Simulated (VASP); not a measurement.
Consider the following.

```yaml
crystal:
  lattice:
    - [0.00000, 2.93128, 2.93128]
    - [2.93128, 0.00000, 2.93128]
    - [2.93128, 2.93128, 0.00000]
  atoms:
    - { symbol: Cu, position: [0.00000, 0.00000, 0.00000] }
    - { symbol: I, position: [0.25000, 0.25000, 0.25000] }
```

All values below come from r2SCAN+rVV10, VASP's PBE PAW potentials (set 64) (plane waves; VASP 6.6.1). Settings: 520 eV cut-off, 8×8×8 Γ-centred mesh, Gaussian smearing of 0.050 eV, potentials Cu I.

Unless said otherwise, spin-orbit coupling is left out, though it shifts the bands of the heavy elements here.

Task: What does the run give for the energy per atom (σ→0), pressure, band gap (on the k-mesh) with the smallest direct gap where there is one?

Result: 
```yaml
band gap (on the k-mesh): 1.88 eV
smallest direct gap (on the k-mesh): 1.88 eV
energy per atom (σ→0): -17.603 eV/atom
pressure: 3.44 GPa
```

The absolute energy has meaning only against runs of the same code, potentials and settings.

The compound is CuI in the zinc blende structure. This cell is one point of a volume scan, at 0.94 of the reference volume.
